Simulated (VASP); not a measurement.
MgAu, 2 atoms in the cell. It takes space group Pm-3m (No. 221, cubic). The conventional cell has a = 3.258 Å, b = 3.258 Å, c = 3.258 Å, α = 90.00°, β = 90.00°, γ = 90.00°. Around Mg (site symmetry m-3m) lie 8 Au at 2.82 Å. Around Au (site symmetry m-3m) lie 8 Mg at 2.82 Å.  The cell isn't the ideal one: relaxed again under DFT PBEsol, scalar-relativistic, plane waves, PAW.

| Item | Value |
| --- | --- |
| Program | VASP 6.6.1 |
| Task | single point |
| Functional | PBEsol |
| Potentials or basis | VASP PAW PBE potentials, release 64 (Mg, Au) |
| Cutoff | 520 eV |
| k mesh | 14 × 14 × 14 |
| Occupations | gaussian, width 0.1 eV |
| Spin | no spin polarisation |
| Dipole correction | no |
| Further INCAR settings | ALGO = Normal; EDIFF = 1e-06; NBANDS = 14 |

Potentials or basis: VASP PAW PBE potentials, release 64 (Mg, Au).

The run is started by

```console
$ cat potpaw_PBE.64/Mg/POTCAR potpaw_PBE.64/Au/POTCAR > POTCAR
$ mpirun -np 1 vasp_std > vasp.out
```

Hardware: 1 thread of AMD EPYC 9R45 (Zen 5), on a shared host.

Task: Estimate the wall time of this run.

Result: It took 17 s on 1 thread of AMD EPYC 9R45 (Zen 5) (shared host), peak memory 0.16 GiB. Counts: scf iterations 10, k points 120.
